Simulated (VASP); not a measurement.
# Lu3AlN4 (P4/mmm) in VASP: single point with r2SCAN

Aim: the single point of Lu3AlN4 with r2SCAN.

Everything below comes from runs of VASP 6.6.1. Logs are shortened: lines on timing, memory, paths and dates and some standing lists are left out, and cuts for length are marked.

## Step 1: The structure

It takes space group P4/mmm (No. 123, tetragonal). Conventional cell: a = 3.316 Å, b = 3.316 Å, c = 9.178 Å, α = 90.00°, β = 90.00°, γ = 90.00°. Around Lu (site symmetry 4mm) lie 6 N at 2.17 to 2.41 Å. Lu (site symmetry 4/mmm) has 6 N at 2.34 to 2.48 Å as nearest neighbours. Al (site symmetry 4/mmm) has 6 N at 2.11 to 2.34 Å as nearest neighbours. N (site symmetry 4mm) is surrounded by 1 Al at 2.11 Å and 4 Lu at 2.35 Å. N (site symmetry 4/mmm) is surrounded by 2 Lu at 2.17 Å and 4 Al at 2.34 Å. Around N (site symmetry 4/mmm) lie 6 Lu at 2.34 to 2.41 Å.

The cell was built by a generator and needn't be a form met in nature.

## Step 2: Single point, r2SCAN

The input, INCAR:

```
SYSTEM = Lu3AlN4
  PREC = Accurate
  ENCUT = 520
  EDIFF = 1E-6
  ISMEAR = 0
  SIGMA = 0.1
  LREAL = .FALSE.
  LASPH = .TRUE.
  NELM = 150
  ALGO = Normal
  ISIF = 2
  LWAVE = .FALSE.
  LCHARG = .FALSE.
  METAGGA = R2SCAN
  LMIXTAU = .TRUE.
  KPAR = 4
```

The input, KPOINTS:

```
Automatic mesh
0
G
  10 10 4
  0 0 0
```

The input, POSCAR:

```
Lu3AlN4
1.0
    3.3161200000      0.0000000000      0.0000000000
    0.0000000000      3.3161200000      0.0000000000
    0.0000000000      0.0000000000      9.1785000000
Lu Al N
3 1 4
Direct
    0.5000000000      0.5000000000      0.7630640000
    0.0000000000      0.0000000000      0.5000000000
    0.5000000000      0.5000000000      0.2369360000
    0.0000000000      0.0000000000      0.0000000000
    0.0000000000      0.0000000000      0.2302990000
    0.5000000000      0.5000000000      0.0000000000
    0.0000000000      0.0000000000      0.7697010000
    0.5000000000      0.5000000000      0.5000000000
```

Potentials or basis: VASP PAW PBE potentials, release 64 (Lu, Al, N).

Run with:

```bash
$ cat potpaw_PBE.64/Lu/POTCAR potpaw_PBE.64/Al/POTCAR potpaw_PBE.64/N/POTCAR > POTCAR
$ mpirun -np 4 vasp_std > vasp.out
```

OUTCAR:

```text
SYSTEM = Lu3AlN4
   PREC = Accurate
   ENCUT = 520
   EDIFF = 1E-6
   ISMEAR = 0
   LREAL = .FALSE.
   LASPH = .TRUE.
   NELM = 150
   ISIF = 2
   METAGGA = R2SCAN

 ion  position               nearest neighbor table
   1  0.500  0.500  0.763-   6 2.17   7 2.35   7 2.35   7 2.35   7 2.35   8 2.41   4 3.20   4 3.20
                             4 3.20   4 3.20   2 3.37   2 3.37   2 3.37   2 3.37
   2  0.000  0.000  0.500-   8 2.34   8 2.34   8 2.34   8 2.34   5 2.48   7 2.48   3 3.37   3 3.37
                             1 3.37   3 3.37   1 3.37   1 3.37   3 3.37   1 3.37
   3  0.500  0.500  0.237-   6 2.17   5 2.35   5 2.35   5 2.35   5 2.35   8 2.41   4 3.20   4 3.20
                             4 3.20   4 3.20   2 3.37   2 3.37   2 3.37   2 3.37
   4  0.000  0.000  0.000-   5 2.11   7 2.11   6 2.34   6 2.34   6 2.34   6 2.34   3 3.20   3 3.20
                             1 3.20   3 3.20   1 3.20   1 3.20   3 3.20   1 3.20
   5  0.000  0.000  0.230-   4 2.11   3 2.35   3 2.35   3 2.35   3 2.35   2 2.48
   6  0.500  0.500  0.000-   1 2.17   3 2.17   4 2.34   4 2.34   4 2.34   4 2.34
   7  0.000  0.000  0.770-   4 2.11   1 2.35   1 2.35   1 2.35   1 2.35   2 2.48
   8  0.500  0.500  0.500-   2 2.34   2 2.34   2 2.34   2 2.34   3 2.41   1 2.41

  LATTYP: Found a simple tetragonal cell.
 ALAT       =     3.3161200000
 C/A-ratio  =     2.7678431420

  Lattice vectors:

 A1 = (   3.3161200000,   0.0000000000,   0.0000000000)
 A2 = (   0.0000000000,   3.3161200000,   0.0000000000)
 A3 = (   0.0000000000,   0.0000000000,   9.1785000000)

Analysis of symmetry for initial positions (statically):
=====================================================================
 Subroutine PRICEL returns:
 Original cell was already a primitive cell.

 Routine SETGRP: Setting up the symmetry group for a
 simple tetragonal supercell.

 Subroutine GETGRP returns: Found 16 space group operations
 (whereof 16 operations were pure point group operations)
 out of a pool of 16 trial point group operations.

The static configuration has the point symmetry D_4h.

Analysis of symmetry for dynamics (positions and initial velocities):
=====================================================================
 Subroutine PRICEL returns:
 Original cell was already a primitive cell.

 Routine SETGRP: Setting up the symmetry group for a
 simple tetragonal supercell.

 Subroutine GETGRP returns: Found 16 space group operations
 (whereof 16 operations were pure point group operations)
 out of a pool of 16 trial point group operations.

The dynamic configuration has the point symmetry D_4h.

 Subroutine INISYM returns: Found 16 space group operations
 (whereof 16 operations are pure point group operations),
 and found     1 'primitive' translations

----------------------------------------------------------------------------------------

                                     Primitive cell

  volume of cell :     100.9328

  direct lattice vectors                    reciprocal lattice vectors
     3.316120000  0.000000000  0.000000000     0.301557242  0.000000000  0.000000000
     0.000000000  3.316120000  0.000000000     0.000000000  0.301557242  0.000000000
     0.000000000  0.000000000  9.178500000     0.000000000  0.000000000  0.108950264

  length of vectors
     3.316120000  3.316120000  9.178500000     0.301557242  0.301557242  0.108950264

  position of ions in fractional coordinates (direct lattice)
     0.500000000  0.500000000  0.763064000
     0.000000000  0.000000000  0.500000000
     0.500000000  0.500000000  0.236936000
     0.000000000  0.000000000  0.000000000
     0.000000000  0.000000000  0.230299000
     0.500000000  0.500000000  0.000000000
     0.000000000  0.000000000  0.769701000
     0.500000000  0.500000000  0.500000000

  ion indices of the primitive-cell ions
   primitive index   ion index
                 1           1
                 2           2
                 3           3
                 4           4
                 5           5
                 6           6
                 7           7
                 8           8

----------------------------------------------------------------------------------------

 KPOINTS: Automatic mesh

Automatic generation of k-mesh.
 Grid dimensions read from file:
 generate k-points for:   10   10    4

 Generating k-lattice:

  Cartesian coordinates                     Fractional coordinates (reciprocal lattice)
     0.030155724  0.000000000  0.000000000     0.100000000  0.000000000  0.000000000
     0.000000000  0.030155724  0.000000000     0.000000000  0.100000000  0.000000000
     0.000000000  0.000000000  0.027237566     0.000000000  0.000000000  0.250000000

  Length of vectors
     0.030155724  0.030155724  0.027237566

  Shift w.r.t. Gamma in fractional coordinates (k-lattice)
     0.000000000  0.000000000  0.000000000

 Subroutine IBZKPT returns following result:
 ===========================================

 Found     63 irreducible k-points:

 Following reciprocal coordinates:
            Coordinates               Weight
  0.000000  0.000000  0.000000      1.000000
  0.100000  0.000000  0.000000      4.000000
  0.200000  0.000000  0.000000      4.000000
  0.300000  0.000000  0.000000      4.000000
  0.400000  0.000000  0.000000      4.000000
  0.500000  0.000000  0.000000      2.000000
[... 16 lines left out ...]
  0.100000  0.000000  0.250000      8.000000
  0.200000  0.000000  0.250000      8.000000
 [... further k-points ...]
   k-points           NKPTS =     63   k-points in BZ     NKDIM =     63   number of bands    NBANDS=     58
   number of dos      NEDOS =    301   number of ions     NIONS =      8
   total plane-waves  NPLWV =  54880
   dimension x,y,z NGX =    28 NGY =   28 NGZ =   70
   dimension x,y,z NGXF=    56 NGYF=   56 NGZF=  140
   ions per type =               3   1   4
   NGX,Y,Z   is equivalent  to a cutoff of  14.04, 14.04, 12.68 a.u.
   NGXF,Y,Z  is equivalent  to a cutoff of  28.07, 28.07, 25.36 a.u.
 SYSTEM =  Lu3AlN4
   PREC   = accura    normal or accurate (medium, high low for compatibility)
   ISTART =      0    job   : 0-new  1-cont  2-samecut
   ICHARG =      2    charge: 1-file 2-atom 10-const
   ISPIN  =      1    spin polarized calculation?
   LNONCOLLINEAR =      F non collinear calculations
   LSORBIT =      F    spin-orbit coupling
   LASPH  =      T    aspherical Exc in radial PAW
   ENCUT  =  520.0 eV  38.22 Ry    6.18 a.u.   6.17  6.17 17.07*2*pi/ulx,y,z
   NELM   =    150;   NELMIN=  2; NELMDL= -5     # of ELM steps
   EDIFF  = 0.1E-05   stopping-criterion for ELM
   LREAL  =      F    real-space projection
   EDIFFG = 0.1E-04   stopping-criterion for IOM
   NSW    =      0    number of steps for IOM
   IBRION =     -1    ionic relax: 0-MD 1-quasi-New 2-CG
   NFREE  =      0    steps in history (QN), initial steepest desc. (CG)
   ISIF   =      2    stress and relaxation
   ISYM   =      2    0-nonsym 1-usesym 2-fastsym
   POTIM  = 0.5000    time-step for ionic-motion
   TEBEG  =    0.0;   TEEND  =   0.0 temperature during run
   PSTRESS=    0.0 pullay stress
   NELECT =      98.0000    total number of electrons
   NUPDOWN=      -1.0000    fix difference up-down
   EMIN   =  10.00;   EMAX   =-10.00  energy-range for DOS
   EFERMI =   0.00;   METHOD = LEGACY
   ISMEAR =     0;   SIGMA  =   0.10  broadening in eV -4-tet -1-fermi 0-gaus
   EFERMI_NEDOS =   21; number of points for ismear=-14 and -15
   IALGO  =     38    algorithm
   IMIX   =      4    mixing-type and parameters
     AMIX     =   0.40;   BMIX     =  1.00
     AMIX_MAG =   1.60;   BMIX_MAG =  1.00
  volume/ion in A,a.u.               =      12.62        85.14
  Fermi-wavevector in a.u.,A,eV,Ry     =   1.621086  3.063409 35.755032  2.627921
  Thomas-Fermi vector in A             =   2.714920
   LORBIT       =      0    0 simple, 1 ext, 2 COOP (PROOUT), +10 PAW based schemes
   METAGGA = R2SCAN    functional components
   LHFCALC =     F    Hartree Fock is set to
   AEXX    =    0.0000 exact exchange contribution
   IVDW    =     0    specifies the selected vdW correction
   LEPSILON=     F    determine dielectric tensor
   LRPA    =     F    only Hartree local field effects (RPA)
 non-spin polarized calculation
 Gauss-broadening in eV      SIGMA  =   0.10
  energy-cutoff  :      520.00
  volume of cell :      100.93
 maximum number of plane-waves:      2754
 NGX is ok and might be reduce to    28
   NGX = 13   NGY = 13   NGZ = 35

 number of electron      97.9999964 magnetization

 Free energy of the ion-electron system (eV)
  ---------------------------------------------------
  ext. energy  EPLUGINS =         0.00000000
  ---------------------------------------------------
  free energy    TOTEN  =      -171.33876122 eV

  energy without entropy =     -171.33875969  energy(sigma->0) =     -171.33876045

 E-fermi :   4.5900     XC(G=0): -13.1151

 val. band max:        4.3461821601   @ k =   0.0000   0.0000   0.0000
 cond. band min:       4.8260952377   @ k =   0.0000   0.0000   0.0000
 fundamental gap:      0.4799130777
 Fermi energy:         4.5900459857

 k-point     1 :       0.0000    0.0000    0.0000
  band No.  band energies     occupation
      1     -52.1107      2.00000
      2     -51.5765      2.00000
      3     -51.5759      2.00000
      4     -22.4233      2.00000
      5     -22.0225      2.00000
      6     -22.0225      2.00000
[... 50 lines left out ...]
     57      10.5806      0.00000
     58      10.5835      0.00000

 k-point     2 :       0.1000    0.0000    0.0000
  band No.  band energies     occupation
      1     -52.1087      2.00000
      2     -51.5746      2.00000
      3     -51.5741      2.00000
      4     -22.4179      2.00000
      5     -22.1067      2.00000
      6     -22.0143      2.00000
[... 50 lines left out ...]
     57      10.9326      0.00000
     58      11.1036      0.00000
[... 1279 lines left out ...]
     57      10.9699      0.00000
     58      11.0309      0.00000

 k-point    24 :       0.2000    0.0000    0.2500
  band No.  band energies     occupation
      1     -52.1036      2.00000
      2     -51.5698      2.00000
      3     -51.5691      2.00000
      4     -22.4116      2.00000
      5     -22.2669      2.00000
      6     -21.9928      2.00000
[... 50 lines left out ...]
     57      11.0820      0.00000
     58      11.1828      0.00000

 [... further k-points ...]

------------------------ aborting loop because EDIFF is reached ----------------------------------------

  FORCE on cell =-STRESS in cart. coord.  units (eV):
  Direction    XX          YY          ZZ          XY          YZ          ZX
  --------------------------------------------------------------------------------------
  -------------------------------------------------------------------------------------
  Total       -1.8971116     -1.8971116     -2.1341168      0.0000000      0.0000000      0.0000000
  in kB      -30.1141963    -30.1141963    -33.8763476      0.0000000      0.0000000      0.0000000
  external PRESSURE =     -31.3682467 kB  Pullay stress =       0.0000000 kB

 VOLUME and BASIS-vectors are now :
 -----------------------------------------------------------------------------
  energy-cutoff  :      520.00
  volume of cell :      100.93
      direct lattice vectors                 reciprocal lattice vectors
     3.316120000  0.000000000  0.000000000     0.301557242  0.000000000  0.000000000
     0.000000000  3.316120000  0.000000000     0.000000000  0.301557242  0.000000000
     0.000000000  0.000000000  9.178500000     0.000000000  0.000000000  0.108950264

 POSITION                                       TOTAL-FORCE (eV/Angst)
 -----------------------------------------------------------------------------------
      1.65806      1.65806      7.00378         0.000000      0.000000      0.071133
      0.00000      0.00000      4.58925         0.000000      0.000000      0.000000
      1.65806      1.65806      2.17472         0.000000     -0.000000     -0.071133
      0.00000      0.00000      0.00000         0.000000      0.000000      0.000000
      0.00000      0.00000      2.11380         0.000000      0.000000     -0.069543
      1.65806      1.65806      0.00000         0.000000      0.000000      0.000000
      0.00000      0.00000      7.06470         0.000000      0.000000      0.069543
      1.65806      1.65806      4.58925         0.000000      0.000000      0.000000
 -----------------------------------------------------------------------------------
    total drift:                                0.000000      0.000000      0.000000

  FREE ENERGIE OF THE ION-ELECTRON SYSTEM (eV)
  ---------------------------------------------------
  free  energy   TOTEN  =      -171.3387612151 eV

  energy  without entropy=     -171.3387596859  energy(sigma->0) =     -171.33876045
```

Run time: 4.9 min. Hardware: 4 MPI ranks of Intel Xeon 6975P-C (Granite Rapids), shared host; peak memory 0.46 GiB.

Results:

```yaml
Free_energy: -171.3388 eV
Pressure: -3.1 GPa
Largest_force: 0.071 eV/Å
Band_gap_on_the_k_mesh: 0.48 eV, direct
```

Forces on the atoms (eV/Å):
```
Lu   0.000  0.000  0.071
Lu   0.000  0.000  0.000
Lu   0.000  0.000 -0.071
Al   0.000  0.000  0.000
N    0.000  0.000 -0.070
N    0.000  0.000  0.000
N    0.000  0.000  0.070
N    0.000  0.000  0.000
```

Levels at points of the mesh, in eV from the valence-band top:
```tsv
k point	band 46	band 47	band 48	band 49	band 50	band 51	band 52	band 53
(0.00, 0.00, 0.00)	-0.54	-0.05	0.00	0.00	0.48	1.66	2.40	2.50
(0.50, 0.00, 0.00)	-2.79	-1.97	-1.35	-1.35	4.65	5.26	5.50	5.63
(0.50, 0.50, 0.00)	-1.95	-0.77	-0.77	-0.43	0.79	0.79	3.41	5.15
(0.00, 0.00, 0.50)	-0.32	-0.32	-0.30	-0.30	0.55	1.42	2.73	3.15
(0.50, 0.00, 0.50)	-2.65	-1.87	-1.52	-1.39	4.43	4.97	5.96	6.01
(0.50, 0.50, 0.50)	-1.67	-1.65	-1.46	-1.46	1.88	1.88	3.38	3.38
```

Caveat: the PAW data sets were made with another functional, which shifts forces and pressure a little; spin-orbit coupling is left out, which moves the levels of the heavy elements. A k mesh can miss the band edges.
